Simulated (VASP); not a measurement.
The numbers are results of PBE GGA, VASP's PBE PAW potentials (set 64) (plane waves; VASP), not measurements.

Input for VASP

KPOINTS:
```
Automatic
0
gamma
2 2 2
0.5 0.5 0.5
```

**INCAR**
```
ALGO = Normal
EDIFF = 1E-6
ENCUT = 240
GGA = PE
ISIF = 2
ISMEAR = 0
LASPH = .TRUE.
LCHARG = .FALSE.
LMAXMIX = 4
LREAL = .FALSE.
LWAVE = .FALSE.
NELM = 100
PREC = Accurate
SIGMA = 0.05
SYSTEM = CsI
```

### POSCAR
```
CsI
1
    4.5728390000     0.0000000000     0.0000000000
    0.0000000000     4.5728390000     0.0000000000
    0.0000000000     0.0000000000     4.5728390000
Cs I
1 1
Direct
  0.0000000000   0.0000000000   0.0000000000
  0.5000000000   0.5000000000   0.5000000000
```

POTCAR, in this order: Cs_sv I (PBE.64 set). Program: vasp_std.

Question: Estimate the energy per atom (σ→0).

Answer: 
```
Property                        Value
---------------------  --------------
energy per atom (σ→0)  -2.806 eV/atom
```

OSZICAR:
```
...
DAV:   6    -0.562711637554E+01    0.95160E-01   -0.12942E-01    28   0.174E+00    0.117E+00
DAV:   7    -0.560852270033E+01    0.18594E-01   -0.11582E-01    28   0.167E+00    0.548E-01
DAV:   8    -0.561133538643E+01   -0.28127E-02   -0.86745E-03    32   0.574E-01    0.723E-02
DAV:   9    -0.561162306237E+01   -0.28768E-03   -0.70853E-04    28   0.181E-01    0.756E-02
DAV:  10    -0.561172894967E+01   -0.10589E-03   -0.19893E-04    32   0.791E-02    0.228E-02
DAV:  11    -0.561172593061E+01    0.30191E-05   -0.59888E-05    24   0.378E-02    0.620E-03
DAV:  12    -0.561172680430E+01   -0.87369E-06   -0.42632E-06    24   0.139E-02
   1 F= -.56117268E+01 E0= -.56117268E+01  d E =-.179644E-15
```

The structure comes from a computed database's CsI entry; how it stands against other phases isn't given here. The cell was not relaxed at this level. The k-mesh is coarse (spacing up to 0.69 per Å, 2π included), so the numbers may not be converged in it. The run is one of a series of settings (ENCUT = 240, KPOINTS 2×2×2 Γ-centred mesh shifted by (0.5, 0.5, 0.5) against the base run), some of them coarse on purpose.
